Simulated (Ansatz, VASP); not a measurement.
# TiTe2: VASP beside Ansatz

One calculation is typed for both programs; each brings its own data sets. How far apart do they land? The cell is taken from a series of runs on this material, whose earlier steps may have relaxed, scaled, displaced or heated it; both programs get it as it stands.

Method: plane waves, with VASP 6.6.1 beside it; zone-centre phonons at PBE with D3(BJ), in Ansatz 0.2.0.

**1. Starting point**

Symmetry: P-3m1, No. 164, trigonal system. Conventional cell: a = 3.697 Å, b = 3.697 Å, c = 6.386 Å, α = 90.00°, β = 90.00°, γ = 120.00°. Nearest to Ti lie 6 Te at 2.75 Å. Nearest to Te lie 3 Ti at 2.75 Å. Farther neighbours and most contacts between anions are not listed.

**2. VASP: zone-centre phonons, PBE with D3(BJ)**

Second derivatives magnify differences that forces hide, and they need a tight electronic threshold.

Lines of VASP's logs that name or quote its potential files are left out, and so is its time.

INCAR reads:

```
SYSTEM = TiTe2
PREC = Accurate
ENCUT = 500
EDIFF = 1E-08
NELM = 120
ISMEAR = 1
SIGMA = 0.2
LREAL = .FALSE.
ALGO = Normal
GGA = PE
IVDW = 12
NBANDS = 18
LASPH = .TRUE.
LORBIT = 11
LWAVE = .FALSE.
LCHARG = .FALSE.
ISIF = 2
IBRION = 6
NFREE = 2
POTIM = 0.015
NSW = 1
GGA_COMPAT = .FALSE.
KPAR = 2
```

POSCAR reads:

```
TiTe2
1.0
    3.6969338534      0.0000000000      0.0000000000
   -1.8484669267      3.2016386331      0.0000000000
    0.0000000000      0.0000000000      6.3856959846
Ti Te
1 2
Direct
    0.0000000000      0.0000000000      0.0000000000
    0.6666666667      0.3333333333      0.2710386861
    0.3333333333      0.6666666667      0.7289613139
```

KPOINTS reads:

```
Automatic mesh
0
Gamma
15 15 8
0 0 0
```

The projector-augmented-wave data sets are Ti_sv and Te (PBE family, release 64).

Started as:

```bash
> mpirun -np 2 vasp_std
```

Numbers of over 12 decimals in the logs are rounded to 6 here.

The log of the run:

```text
[banner, memory and clock lines left out]
running    2 mpi-ranks, on    1 nodes
 distrk:  each k-point on    1 cores,    2 groups
 distr:  one band on    1 cores,    1 groups

 POSCAR found type information on POSCAR TiTe
 POSCAR found :  2 types and       3 ions
 LDA part: xc-table for (Slater+PW92), standard interpolation
 POSCAR, INCAR and KPOINTS ok, starting setup
 FFT: planning ... GRIDC
 FFT: planning ... GRID_SOFT
 FFT: planning ... GRID
 WAVECAR not read
 entering main loop
       N       E                     dE             d eps       ncg     rms          rms(c)
DAV:   1     0.175897527876E+03    0.17590E+03   -0.10689E+04  6912   0.122E+03
DAV:   2    -0.194030923498E+01   -0.17784E+03   -0.17398E+03  7356   0.308E+02
DAV:   3    -0.176055103306E+02   -0.15665E+02   -0.15349E+02 10770   0.847E+01
DAV:   4    -0.181276448008E+02   -0.52213E+00   -0.52038E+00  8756   0.146E+01
DAV:   5    -0.181468153950E+02   -0.19171E-01   -0.19165E-01 10448   0.272E+00    0.124E+01
DAV:   6    -0.182167204115E+02   -0.69905E-01   -0.35587E+01  8100   0.384E+01    0.130E+01
DAV:   7    -0.163494197918E+02    0.18673E+01   -0.26020E+01  8908   0.312E+01    0.515E+00
DAV:   8    -0.161441123009E+02    0.20531E+00   -0.13462E+00  8072   0.840E+00    0.174E+00
DAV:   9    -0.161584081895E+02   -0.14296E-01   -0.16121E-01  9542   0.262E+00    0.139E+00
DAV:  10    -0.161480832545E+02    0.10325E-01   -0.18645E-01  8392   0.312E+00    0.756E-01
DAV:  11    -0.161458047169E+02    0.22785E-02   -0.28549E-02  8322   0.126E+00    0.357E-01
DAV:  12    -0.161456202434E+02    0.18447E-03   -0.39569E-03  8410   0.446E-01    0.214E-01
DAV:  13    -0.161455179599E+02    0.10228E-03   -0.46661E-04  8398   0.168E-01    0.384E-02
DAV:  14    -0.161455203159E+02   -0.23561E-05   -0.14685E-05  7850   0.307E-02    0.306E-02
DAV:  15    -0.161455167991E+02    0.35169E-05   -0.11689E-05  8578   0.271E-02    0.726E-03
DAV:  16    -0.161455165752E+02    0.22388E-06   -0.16615E-06  9570   0.733E-03    0.238E-03
DAV:  17    -0.161455166958E+02   -0.12064E-06   -0.56443E-08  8052   0.152E-03    0.139E-03
DAV:  18    -0.161455167762E+02   -0.80333E-07   -0.22663E-08  6034   0.877E-04    0.974E-04
DAV:  19    -0.161455167735E+02    0.26753E-08   -0.62886E-09  4236   0.559E-04
   1 F= -.17712424E+02 E0= -.17712839E+02  d E =0.124767E-02
[... from here on, the cycles between the ionic steps are left out ...]
   2 F= -.17711829E+02 E0= -.17712241E+02  d E =0.123577E-02
   3 F= -.17711829E+02 E0= -.17712241E+02  d E =0.123576E-02
   4 F= -.17711092E+02 E0= -.17711506E+02  d E =0.124024E-02
   5 F= -.17711092E+02 E0= -.17711506E+02  d E =0.124024E-02
   6 F= -.17712001E+02 E0= -.17712416E+02  d E =0.124453E-02
   7 F= -.17712001E+02 E0= -.17712416E+02  d E =0.124456E-02
   8 F= -.17711644E+02 E0= -.17712071E+02  d E =0.128208E-02
 Finite differences progress:
  Degree of freedom:   4/  4
  Displacement:        1/  2
  Total:               7/  8
 bond charge predicted
       N       E                     dE             d eps       ncg     rms          rms(c)
DAV:   1    -0.161433931870E+02    0.12740E-02   -0.41585E-01  6974   0.275E+00    0.244E-01
DAV:   2    -0.161448219348E+02   -0.14287E-02   -0.18639E-02  8066   0.811E-01    0.214E-01
DAV:   3    -0.161445244386E+02    0.29750E-03   -0.32930E-03  8916   0.391E-01    0.979E-02
DAV:   4    -0.161444997094E+02    0.24729E-04   -0.23834E-04  8172   0.984E-02    0.802E-02
DAV:   5    -0.161445052890E+02   -0.55796E-05   -0.45560E-05  7754   0.518E-02    0.131E-02
DAV:   6    -0.161445053381E+02   -0.49111E-07   -0.49285E-06  8078   0.144E-02    0.531E-03
DAV:   7    -0.161445058429E+02   -0.50479E-06   -0.42593E-07  8850   0.410E-03    0.359E-03
DAV:   8    -0.161445060830E+02   -0.24009E-06   -0.89177E-08  8052   0.174E-03    0.151E-03
DAV:   9    -0.161445060926E+02   -0.95824E-08   -0.67642E-09  4378   0.540E-04
   9 F= -.17711339E+02 E0= -.17711743E+02  d E =0.121462E-02
 Finite differences progress:
  Degree of freedom:   4/  4
  Displacement:        2/  2
  Total:               8/  8
```

OUTCAR, selected parts (step 2):

```text
ion  position               nearest neighbor table
   1  0.000  0.000  0.000-   2 2.75   3 2.75   3 2.75   2 2.75   2 2.75   3 2.75
   2  0.667  0.333  0.271-   1 2.75   1 2.75   1 2.75   3 3.62   3 3.62   3 3.62
   3  0.333  0.667  0.729-   1 2.75   1 2.75   1 2.75   2 3.62   2 3.62   2 3.62

  LATTYP: Found a hexagonal cell.
 ALAT       =     3.6969338534
 C/A-ratio  =     1.7272951689

 Subroutine GETGRP returns: Found 12 space group operations
 (whereof 12 operations were pure point group operations)

The static configuration has the point symmetry D_3d.

 Found    192 irreducible k-points:

   k-points           NKPTS =    192   k-points in BZ     NKDIM =    192   number of bands    NBANDS=     18

   dimension x,y,z NGX =    28 NGY =   28 NGZ =   48
   dimension x,y,z NGXF=    56 NGYF=   56 NGZF=   96

   ENCUT  =  500.0 eV  36.75 Ry    6.06 a.u.   6.74  6.74 11.64*2*pi/ulx,y,z

   NELECT =      24.0000    total number of electrons

 k-points in reciprocal lattice and weights: Automatic mesh
   0.00000000  0.00000000  0.00000000       0.001
   0.06666667 -0.00000000  0.00000000       0.003
   0.13333333  0.00000000  0.00000000       0.003
   0.20000000 -0.00000000  0.00000000       0.003
   0.26666667  0.00000000  0.00000000       0.003
   0.33333333 -0.00000000  0.00000000       0.003
   0.40000000 -0.00000000  0.00000000       0.003
   0.46666667 -0.00000000  0.00000000       0.003
   0.06666667  0.06666667  0.00000000       0.003
[...]
0.33333333  0.26666667  0.50000000       0.007
   0.33333333  0.33333333  0.50000000       0.001

 Edisp (eV)   -1.56698

 average (electrostatic) potential at core
       1 -73.8495       2 -86.6834       3 -86.6793

 E-fermi :   7.6075

 k-point     1 :       0.0000    0.0000    0.0000
  band No.  band energies     occupation
    ...
      5      -5.1764      2.00000
      6      -3.4855      2.00000
      7       1.9793      2.00000
      8       5.9589      2.00000
      9       5.9589      2.00000
     10       7.8383     -0.06923
     11       8.0257     -0.01178
     12       8.0257     -0.01178
     13       8.2884     -0.00002
     14       8.8618     -0.00000
    ...

 k-point     2 :       0.0667   -0.0000    0.0000
  band No.  band energies     occupation
    ...
      5      -5.1225      2.00000
      6      -3.4563      2.00000
      7       2.0439      2.00000
      8       5.8176      2.00000
      9       5.9658      2.00000
     10       7.6753      0.46115
     11       7.8698     -0.06886
     12       7.8863     -0.06395
     13       8.2416     -0.00007
     14       8.7518     -0.00000
    ...

 k-point     3 :       0.1333    0.0000    0.0000
  band No.  band energies     occupation
    ...
      7       2.2349      2.00000
      8       5.4461      2.00000
      9       5.9814      2.00000
     10       6.8627      2.00000
     11       7.5448      1.50286
     12       7.8299     -0.06638
     13       7.9830     -0.02327
     14       8.6852     -0.00000
     15       8.9841     -0.00000
     16      10.4474     -0.00000
    ...

 Edisp (eV)   -1.56683

  Total       0.08144     0.08144     0.17293     0.00000    -0.00000     0.00000
  in kB       1.72643     1.72643     3.66567     0.00000    -0.00000     0.00000
  external pressure =        2.37 kB  Pullay stress =        0.00 kB

  energy-cutoff  :      500.00
  volume of cell :       75.58
      direct lattice vectors                 reciprocal lattice vectors
     3.696933853  0.000000000  0.000000000     0.270494426  0.156170030  0.000000000
    -1.848466927  3.201638633  0.000000000     0.000000000  0.312340059  0.000000000
     0.000000000  0.000000000  6.385695985     0.000000000  0.000000000  0.156600001

 POSITION                                       TOTAL-FORCE (eV/Angst)
 -----------------------------------------------------------------------------------
      0.00000      0.00000      0.00000         0.000000      0.000000     -0.089500
      1.84847      1.06721      1.71577        -0.000000      0.000000      0.135421
     -0.00000      2.13443      4.65493         0.000000     -0.000000     -0.045922
 -----------------------------------------------------------------------------------
    total drift:                               -0.000000      0.000000      0.000031

  FREE ENERGIE OF THE ION-ELECTRON SYSTEM (eV)
  ---------------------------------------------------
  free  energy   TOTEN  =       -17.7113385145 eV

  energy  without entropy=      -17.7125531321  energy(sigma->0) =      -17.71174339

 Eigenvectors and eigenvalues of the dynamical matrix
 ----------------------------------------------------

   1 f  =    8.469546 THz    53.215727 2PiTHz  282.513642 cm-1    35.027212 meV
             X         Y         Z           dx          dy          dz
      0.000000  0.000000  0.000000     0.000000    0.000000    0.917590
      1.848467  1.067213  1.730771     0.000000    0.000000   -0.281095
     -0.000000  2.134426  4.654925    -0.000000   -0.000000   -0.281095

   2 f  =    5.655723 THz    35.535954 2PiTHz  188.654606 cm-1    23.390180 meV
             X         Y         Z           dx          dy          dz
      0.000000  0.000000  0.000000     0.917693    0.000001   -0.000000
      1.848467  1.067213  1.730771    -0.280926   -0.000000    0.000000
     -0.000000  2.134426  4.654925    -0.280926   -0.000000   -0.000000

   3 f  =    5.655723 THz    35.535954 2PiTHz  188.654606 cm-1    23.390180 meV
             X         Y         Z           dx          dy          dz
      0.000000  0.000000  0.000000    -0.000001    0.917693   -0.000000
      1.848467  1.067213  1.730771     0.000000   -0.280926   -0.000000
     -0.000000  2.134426  4.654925     0.000000   -0.280926    0.000000

   4 f  =    4.512577 THz    28.353360 2PiTHz  150.523381 cm-1    18.662512 meV
             X         Y         Z           dx          dy          dz
      0.000000  0.000000  0.000000     0.000000    0.000000    0.000000
      1.848467  1.067213  1.730771     0.000000   -0.000000   -0.707107
     -0.000000  2.134426  4.654925    -0.000000    0.000000    0.707107

   5 f  =    3.055373 THz    19.197472 2PiTHz  101.916259 cm-1    12.636000 meV
             X         Y         Z           dx          dy          dz
      0.000000  0.000000  0.000000    -0.000000    0.000000   -0.000000
      1.848467  1.067213  1.730771     0.707107   -0.000003    0.000000
     -0.000000  2.134426  4.654925    -0.707107    0.000003   -0.000000

   6 f  =    3.055373 THz    19.197472 2PiTHz  101.916259 cm-1    12.636000 meV
             X         Y         Z           dx          dy          dz
      0.000000  0.000000  0.000000    -0.000000   -0.000000    0.000000
      1.848467  1.067213  1.730771    -0.000003   -0.707107   -0.000000
     -0.000000  2.134426  4.654925     0.000003    0.707107   -0.000000

   7 f/i=    0.000585 THz     0.003677 2PiTHz    0.019519 cm-1     0.002420 meV
             X         Y         Z           dx          dy          dz
      0.000000  0.000000  0.000000    -0.000000    0.000000   -0.397528
      1.848467  1.067213  1.730771    -0.000000    0.000000   -0.648834
     -0.000000  2.134426  4.654925    -0.000000    0.000000   -0.648834

   8 f/i=    0.001076 THz     0.006759 2PiTHz    0.035882 cm-1     0.004449 meV
             X         Y         Z           dx          dy          dz
      0.000000  0.000000  0.000000    -0.297004    0.263871    0.000000
      1.848467  1.067213  1.730771    -0.485107    0.430989    0.000000
     -0.000000  2.134426  4.654925    -0.485107    0.430989    0.000000

   9 f/i=    0.001076 THz     0.006759 2PiTHz    0.035882 cm-1     0.004449 meV
             X         Y         Z           dx          dy          dz
      0.000000  0.000000  0.000000    -0.263871   -0.297004   -0.000000
      1.848467  1.067213  1.730771    -0.430989   -0.485107   -0.000000
     -0.000000  2.134426  4.654925    -0.430989   -0.485107   -0.000000

 ELASTIC MODULI CONTR FROM IONIC RELAXATION (kBar)
 Direction    XX          YY          ZZ          XY          YZ          ZX
 --------------------------------------------------------------------------------
 XX        -206.9532   -131.8434   -322.1775     -0.0000   -120.3192     -0.0000
 YY        -131.8434   -206.9532   -322.1775     -0.0000    120.3192     -0.0000
 ZZ        -322.1775   -322.1775   -612.7472     -0.0000     -0.0000     -0.0000
 XY          -0.0000     -0.0000     -0.0000    -37.5549      0.0000   -120.3190
 YZ        -120.3192    120.3192     -0.0000      0.0000   -385.4809      0.0000
 ZX          -0.0000     -0.0000     -0.0000   -120.3190      0.0000   -385.4801
 --------------------------------------------------------------------------------

 total charge
# of ion       s       p       d       tot
------------------------------------------
    1        2.169   6.128   1.910  10.207
    2        1.385   2.002   0.045   3.431
    3        1.385   2.002   0.045   3.431
--------------------------------------------------
tot          4.939  10.132   1.999  17.070

[... 3 further parts left out ...]
```

CONTCAR:

```
TiTe2
   1.00000000000000
     3.6969338534000000    0.0000000000000000    0.0000000000000000
    -1.8484669267000000    3.2016386331000000    0.0000000000000000
     0.0000000000000000    0.0000000000000000    6.3856959845999999
  Ti              Te
     1     2
Direct
     0.0000000000000000    0.0000000000000000    0.0000000000000000
     0.6666666667000031    0.3333333332999971    0.2686896860793004
     0.3333333332999970    0.6666666667000030    0.7289613139000011
```

This run has no spin polarisation, so a moment on Ti, if there is one, isn't seen. The last energy, forces, stress and levels in OUTCAR belong to the last displaced cell, not to the cell of POSCAR.

Levels, forces or a CONTCAR printed for this step are those of its last displaced cell, not of the structure at rest.

[end of part 1 of 2]

[Lines on the potential files, build, host, timing and source positions are cut from VASP's logs without a mark.]

[Logs are printed without paths, hosts, clocks, repeated set-up lines and the standing remarks that a program may print on its own settings, such as how far it seeks lower states.]

[Hosts, paths, dates, database ids (printed as entryN), source tags and the programs' standing remarks are cut or masked in the printed files.]
